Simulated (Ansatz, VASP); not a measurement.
# Two plane-wave programs on AgSnCl2

```
CELL_PARAMETERS angstrom
3.61542 0.00000 0.00000
-1.80771 3.13105 0.00000
0.00000 0.00000 8.44145
ATOMIC_POSITIONS crystal
Ag 0.00000 0.00000 0.50000
Sn 0.00000 0.00000 0.00000
Cl 0.66667 0.33333 0.28673
Cl 0.33333 0.66667 0.71327
```

Alike in both runs: functional PBE; k mesh 6 × 6 × 4; occupations gaussian, width 0.1 eV; no spin polarisation.

Ansatz relaxed the structure, and its values are those at the end. VASP's run is a single point on that final structure, the one shown.

|  | VASP | Ansatz |
| --- | --- | --- |
| version | VASP 6.6.1 | Ansatz 0.2.0 |
| potentials or method | VASP PAW PBE potentials, release 64 (Ag, Sn_d, Cl) | scalar-relativistic, plane waves, PAW |
| plane-wave cutoff (eV) | 520 | 420 |
| valence electrons in the cell | 39 | 47 |

VASP gave:

```
gap on the k mesh at the Fermi level (eV) : none
pressure (GPa)                            : -0.1
rms of the force components (eV/Å)        : 0.001
```

Q: Estimate Ansatz's values.

A: gap on the k mesh at the Fermi level (eV): none; pressure (GPa): -0.1; rms of the force components (eV/Å): 0.004.

A gap of «none» marks a metal or a gap that the smearing closes. The two sets of potentials don't hold the same shells in valence.

Caveats: an odd number of electrons without spin polarisation forces a metal; a magnetic or distorted state may lie lower.
